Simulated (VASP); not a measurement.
Input of a VASP 6.6.1 run:

Contents of INCAR:

```
SYSTEM = Ni3Pt
ALGO = Normal ; EDIFF = 1E-6
ENCUT = 520 ; ISIF = 2
ISMEAR = -1 ; ISPIN = 2
LASPH = .TRUE. ; LCHARG = .TRUE.
LELF = .TRUE. ; LMAXMIX = 4
LORBIT = 11 ; LREAL = .FALSE.
LVHAR = .TRUE. ; LWAVE = .FALSE.
MAGMOM = 2 2 2 0 ; NBANDS = 32
NELM = 150 ; PREC = Accurate
SIGMA = 0.05
```

The input KPOINTS:

```
k-points
0
G
  6 6 6
  0 0 0
```

File POSCAR:

```
Ni3Pt
1.0
    3.6245667900      0.0000000000      0.0000000000
    0.0000000000      3.6245667900      0.0000000000
    0.0000000000      0.0000000000      3.6245667900
Ni Pt
3 1
Direct
    0.4999999986      0.0000000000      0.4999999986
    0.0000000000      0.4999999986      0.4999999986
    0.4999999986      0.4999999986      0.0000000000
    0.0000000000      0.0000000000      0.0000000000
```

Potentials or basis: VASP PAW LDA potentials, release 64 (Ni, Pt).

Command:

```sh
$ cat potpaw_LDA.64/Ni/POTCAR potpaw_LDA.64/Pt/POTCAR > POTCAR
$ mpirun -np 1 vasp_std > vasp.out
```

(1) Estimate the band gap on the k mesh.

(2) Estimate the net moment.

Answers

(1) none (metal or under the smearing width).

(2) 1.96 μB per cell.
